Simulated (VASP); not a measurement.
# Cl2Cd in VASP: further runs

The runs below take Cl2Cd through single point, with revPBE, LDA, r2SCAN0.

All numbers are computed with VASP 6.6.1; they aren't measurements. Logs are shortened: lines on timing, memory, paths and dates and some standing lists are left out, and cuts for length are marked.

### 1 Starting point

The cell holds a molecule in a box, 3 atoms: a = 13.000 Å, b = 12.000 Å, c = 11.000 Å, α = 90.00°, β = 90.00°, γ = 90.00°.

### 2 Single point, revPBE

INCAR

```
PREC     = Accurate       # precision mode
ENCUT    = 520            # plane-wave cutoff, eV
EDIFF    = 1E-6           # SCF threshold, eV
ISMEAR   = 0              # smearing method
SIGMA    = 0.01           # smearing width, eV
LREAL    = False          # projectors in reciprocal space
LASPH    = True           # aspherical terms in the spheres
NELM     = 80             # most SCF steps
ALGO     = Normal         # electronic algorithm
ISIF     = 2              # what is computed and relaxed
LWAVE    = False          # write WAVECAR
LCHARG   = False          # write CHGCAR
GGA      = RE             # functional
NBANDS   = 20             # bands
```

KPOINTS

```
Automatic mesh
0
Gamma
  1 1 1
```

POSCAR

```
CdCl2
1.0
   13.0000000000      0.0000000000      0.0000000000
    0.0000000000     12.0000000000      0.0000000000
    0.0000000000      0.0000000000     11.0000000000
Cl Cd
2 1
Cartesian
    8.0444500500      7.3717500000      6.5119000100
    4.9815499500      4.6702500000      4.5561000100
    6.5127500100      6.0213500400      5.5339000200
```

Potentials or basis: VASP PAW PBE potentials, release 64 (Cl, Cd).

Started as:

```bash
$ cat potpaw_PBE.64/Cl/POTCAR potpaw_PBE.64/Cd/POTCAR > POTCAR
$ mpirun -np 1 vasp_gam > vasp.out
```

OUTCAR:

```text
PREC = Accurate
   ENCUT = 520
   EDIFF = 1E-6
   ISMEAR = 0
   LREAL = False
   LASPH = True
   NELM = 80
   ISIF = 2
   GGA = RE

 ion  position               nearest neighbor table
   1  0.619  0.614  0.592-   3 2.26
   2  0.383  0.389  0.414-   3 2.26
   3  0.501  0.502  0.503-   2 2.26   1 2.26

  LATTYP: Found a simple orthorhombic cell.
 ALAT       =    11.0000000000
 B/A-ratio  =     1.0909090909
 C/A-ratio  =     1.1818181818

  Lattice vectors:

 A1 = (   0.0000000000,   0.0000000000, -11.0000000000)
 A2 = (   0.0000000000,  12.0000000000,   0.0000000000)
 A3 = (  13.0000000000,   0.0000000000,   0.0000000000)

Analysis of symmetry for initial positions (statically):
=====================================================================
 Subroutine PRICEL returns:
 Original cell was already a primitive cell.

 Routine SETGRP: Setting up the symmetry group for a
 simple orthorhombic supercell.

 Subroutine GETGRP returns: Found  1 space group operations
 (whereof  1 operations were pure point group operations)
 out of a pool of  8 trial point group operations.

The static configuration has the point symmetry C_1 .

Analysis of symmetry for dynamics (positions and initial velocities):
=====================================================================
 Subroutine PRICEL returns:
 Original cell was already a primitive cell.

 Routine SETGRP: Setting up the symmetry group for a
 simple orthorhombic supercell.

 Subroutine GETGRP returns: Found  1 space group operations
 (whereof  1 operations were pure point group operations)
 out of a pool of  8 trial point group operations.

The dynamic configuration has the point symmetry C_1 .

 Subroutine INISYM returns: Found  1 space group operations
 (whereof  1 operations are pure point group operations),
 and found     1 'primitive' translations

----------------------------------------------------------------------------------------

                                     Primitive cell

  volume of cell :    1716.0000

  direct lattice vectors                    reciprocal lattice vectors
    13.000000000  0.000000000  0.000000000     0.076923077  0.000000000  0.000000000
[... 59 lines left out ...]
   LNONCOLLINEAR =      F non collinear calculations
   LSORBIT =      F    spin-orbit coupling
   LASPH  =      T    aspherical Exc in radial PAW
   ENCUT  =  520.0 eV  38.22 Ry    6.18 a.u.  24.17 22.31 20.45*2*pi/ulx,y,z
   NELM   =     80;   NELMIN=  2; NELMDL= -5     # of ELM steps
   EDIFF  = 0.1E-05   stopping-criterion for ELM
   LREAL  =      F    real-space projection
   EDIFFG = 0.1E-04   stopping-criterion for IOM
   NSW    =      0    number of steps for IOM
   IBRION =     -1    ionic relax: 0-MD 1-quasi-New 2-CG
   NFREE  =      0    steps in history (QN), initial steepest desc. (CG)
   ISIF   =      2    stress and relaxation
   ISYM   =      2    0-nonsym 1-usesym 2-fastsym
   POTIM  = 0.5000    time-step for ionic-motion
   TEBEG  =    0.0;   TEEND  =   0.0 temperature during run
   PSTRESS=    0.0 pullay stress
   NELECT =      26.0000    total number of electrons
   NUPDOWN=      -1.0000    fix difference up-down
   EMIN   =  10.00;   EMAX   =-10.00  energy-range for DOS
   EFERMI =   0.00;   METHOD = LEGACY
   ISMEAR =     0;   SIGMA  =   0.01  broadening in eV -4-tet -1-fermi 0-gaus
   EFERMI_NEDOS =   21; number of points for ismear=-14 and -15
   IALGO  =     38    algorithm
   IMIX   =      4    mixing-type and parameters
     AMIX     =   0.40;   BMIX     =  1.00
     AMIX_MAG =   1.60;   BMIX_MAG =  1.00
  volume/ion in A,a.u.               =     572.00      3860.05
  Fermi-wavevector in a.u.,A,eV,Ry     =   0.405098  0.765524  2.232777  0.164104
  Thomas-Fermi vector in A             =   1.357169
   LORBIT       =      0    0 simple, 1 ext, 2 COOP (PROOUT), +10 PAW based schemes
   GGA     = RE    functional components
   LHFCALC =     F    Hartree Fock is set to
   AEXX    =    0.0000 exact exchange contribution
   IVDW    =     0    specifies the selected vdW correction
   LEPSILON=     F    determine dielectric tensor
   LRPA    =     F    only Hartree local field effects (RPA)
 non-spin polarized calculation
 Gauss-broadening in eV      SIGMA  =   0.01
  energy-cutoff  :      520.00
  volume of cell :     1716.00
 maximum number of plane-waves:     23131
 NGX is ok and might be reduce to    98
   NGX = 49   NGY = 45   NGZ = 41

 number of electron      25.9999998 magnetization

 Free energy of the ion-electron system (eV)
  ---------------------------------------------------
  ext. energy  EPLUGINS =         0.00000000
  ---------------------------------------------------
  free energy    TOTEN  =        -6.26418446 eV

  energy without entropy =       -6.26418446  energy(sigma->0) =       -6.26418446

 E-fermi :  -7.1203     XC(G=0):  -0.9084

 val. band max:       -7.1849169527   @ k =   0.0000   0.0000   0.0000
 cond. band min:      -2.6409163549   @ k =   0.0000   0.0000   0.0000
 fundamental gap:      4.5440005978
 Fermi energy:        -7.1202873633

 k-point     1 :       0.0000    0.0000    0.0000
  band No.  band energies     occupation
      1     -20.0336      2.00000
      2     -19.6293      2.00000
      3     -13.9245      2.00000
      4     -13.8031      2.00000
      5     -13.8030      2.00000
      6     -13.6943      2.00000
[... 12 lines left out ...]
     19       0.7858      0.00000
     20       0.8533      0.00000

------------------------ aborting loop because EDIFF is reached ----------------------------------------

  FORCE on cell =-STRESS in cart. coord.  units (eV):
  Direction    XX          YY          ZZ          XY          YZ          ZX
  --------------------------------------------------------------------------------------
  -------------------------------------------------------------------------------------
  Total        0.8804381      0.6788323      0.3456253      0.7998906      0.5138624      0.5822026
  in kB        0.8220385      0.6338052      0.3226999      0.7468337      0.4797778      0.5435849
  external PRESSURE =       0.5928478 kB  Pullay stress =       0.0000000 kB

 VOLUME and BASIS-vectors are now :
 -----------------------------------------------------------------------------
  energy-cutoff  :      520.00
  volume of cell :     1716.00
      direct lattice vectors                 reciprocal lattice vectors
    13.000000000  0.000000000  0.000000000     0.076923077  0.000000000  0.000000000
     0.000000000 12.000000000  0.000000000     0.000000000  0.083333333  0.000000000
     0.000000000  0.000000000 11.000000000     0.000000000  0.000000000  0.090909091

 POSITION                                       TOTAL-FORCE (eV/Angst)
 -----------------------------------------------------------------------------------
      8.04445      7.37175      6.51190         0.295934      0.261457      0.190236
      4.98155      4.67025      4.55610        -0.295578     -0.261098     -0.190441
      6.51275      6.02135      5.53390        -0.000356     -0.000359      0.000205
 -----------------------------------------------------------------------------------
    total drift:                               -0.000544     -0.000154     -0.000050

  FREE ENERGIE OF THE ION-ELECTRON SYSTEM (eV)
  ---------------------------------------------------
  free  energy   TOTEN  =        -6.2641844626 eV

  energy  without entropy=       -6.2641844626  energy(sigma->0) =       -6.26418446
```

Wall time 74 s (1 thread of Intel Xeon 6975P-C (Granite Rapids), shared host); peak memory 1.2 GiB.

Results:

```yaml
Free_energy: -6.2642 eV
Largest_force: 0.438 eV/Å
Gap_between_the_frontier_levels: 4.54 eV
```

Forces on the atoms (eV/Å):
```
Cl   0.296  0.261  0.190
Cl  -0.296 -0.261 -0.190
Cd   0.000  0.000  0.000
```

Caveat: the PAW data sets were made with another functional, which shifts forces and pressure a little.

### 3 Single point, LDA

INCAR

```
SYSTEM = CdCl2
PREC = Accurate ; ENCUT = 520
EDIFF = 1E-7 ; ISMEAR = 0
SIGMA = 0.01 ; LREAL = .FALSE.
LASPH = .TRUE. ; NELM = 80
ALGO = Normal ; ISIF = 2
LWAVE = .FALSE. ; LCHARG = .FALSE.
GGA = CA
```

KPOINTS

```
regular mesh
0
G
  1 1 1
  0 0 0
```

POSCAR

```
CdCl2
1.0
   13.0000000000      0.0000000000      0.0000000000
    0.0000000000     12.0000000000      0.0000000000
    0.0000000000      0.0000000000     11.0000000000
Cl Cd
2 1
Direct
    0.6188038500      0.6143125000      0.5919909100
    0.3831961500      0.3891875000      0.4141909100
    0.5009807700      0.5017791700      0.5030818200
```

Potentials or basis: VASP PAW LDA potentials, release 64 (Cl, Cd).

Started as:

```bash
$ cat potpaw_LDA.64/Cl/POTCAR potpaw_LDA.64/Cd/POTCAR > POTCAR
$ mpirun -np 1 vasp_gam > vasp.out
```

Wall time 42 s (1 thread of Intel Xeon 6975P-C (Granite Rapids), shared host); peak memory 0.79 GiB.

Results (log left out):

| Item | Value |
| --- | --- |
| Free energy | -7.2585 eV |
| Largest force | 0.405 eV/Å |
| Gap between the frontier levels | 4.38 eV |

Forces in eV/Å, atoms in the order of the input:
```
Cl  -0.274 -0.241 -0.174
Cl   0.274  0.242  0.174
Cd   0.000 -0.001  0.000
```

Levels at points of the mesh, in eV from the valence-band top:
```
           k point  band 11  band 12  band 13  band 14  band 15  band 16
(0.00, 0.00, 0.00)    -0.42     0.00     0.00     4.38     6.09     6.09
```

### 4 Single point, r2SCAN0

POSCAR is that of step 3.

INCAR.step1

```
  ALGO = Normal
  EDIFF = 1E-5
  ENCUT = 520
  GGA = PE
  ISIF = 2
  ISMEAR = 0
  LASPH = True
  LCHARG = False
  LREAL = False
  LWAVE = True
  NBANDS = 20
  NELM = 100
  PREC = Accurate
  SIGMA = 0.01
```

INCAR.step2

```
  AEXX = 0.25
  ALGO = Normal
  EDIFF = 1E-7
  ENCUT = 520
  HFRCUT = -1
  ISIF = 2
  ISMEAR = 0
  ISTART = 1
  LASPH = True
  LCHARG = False
  LHFCALC = True
  LMIXTAU = True
  LREAL = False
  LWAVE = False
  METAGGA = R2SCAN
  NBANDS = 20
  NELM = 100
  PREC = Accurate
  PRECFOCK = Normal
  SIGMA = 0.01
```

KPOINTS

```
k-points
0
Gamma
  1 1 1
```

Potentials or basis: VASP PAW PBE potentials, release 64 (Cl, Cd).

Started as:

```bash
$ cat potpaw_PBE.64/Cl/POTCAR potpaw_PBE.64/Cd/POTCAR > POTCAR
$ cp INCAR.step1 INCAR
$ mpirun -np 1 vasp_gam > vasp.out
$ cp INCAR.step2 INCAR
$ mpirun -np 1 vasp_gam > vasp.out
```

Run time: 9 min. Hardware: 1 thread of Intel Xeon 6975P-C (Granite Rapids), shared host; peak memory 1.4 GiB.

It converged, with:

```yaml
Free_energy: -30.2880 eV
Largest_force: 0.011 eV/Å
Gap_between_the_frontier_levels: 7.08 eV
```

Forces on the atoms (eV/Å):
```
Cl  -0.006 -0.004 -0.003
Cl   0.008  0.007  0.003
Cd  -0.002 -0.002  0.000
```

Levels at points of the mesh, in eV from the valence-band top:
| k point | band 10 | band 11 | band 12 | band 13 | band 14 | band 15 | band 16 | band 17 |
| --- | --- | --- | --- | --- | --- | --- | --- | --- |
| (0.00, 0.00, 0.00) | -0.42 | -0.42 | 0.00 | 0.00 | 7.08 | 8.60 | 8.62 | 9.19 |

Caveat: the PAW data sets were made with another functional, which shifts forces and pressure a little.

### 5 The reference run

An earlier run on the cell as given: functional PBE; potentials or basis VASP PAW PBE potentials, release 64 (Cl, Cd); cutoff 520 eV; k mesh 1 × 1 × 1; occupations gaussian, width 0.01 eV; no spin polarisation.

* Largest force: 0.242 eV/Å
* Gap between the frontier levels: 4.49 eV

### 6 Summary

```tsv
level	potentials or basis	grid for exact exchange (PRECFOCK)	exchange at q = 0	gap on the mesh (eV)	largest force (eV/Å)
revPBE	VASP PAW PBE potentials, release 64 (Cl, Cd)	-	-	4.54	0.44
LDA	VASP PAW LDA potentials, release 64 (Cl, Cd)	-	-	4.38	0.40
r2SCAN0	VASP PAW PBE potentials, release 64 (Cl, Cd)	Normal	truncated	7.08	0.01
PBE	VASP PAW PBE potentials, release 64 (Cl, Cd)	-	-	4.49	0.24
```

Alike in all rows: task single point; no spin polarisation; cell as given; k mesh 1 × 1 × 1; cutoff (eV) 520; smearing gaussian 0.01 eV.

Caveats: the PAW data sets were made with another functional, which shifts forces and pressure a little (some runs).

Absolute energies hang on the potentials; compare differences alone.
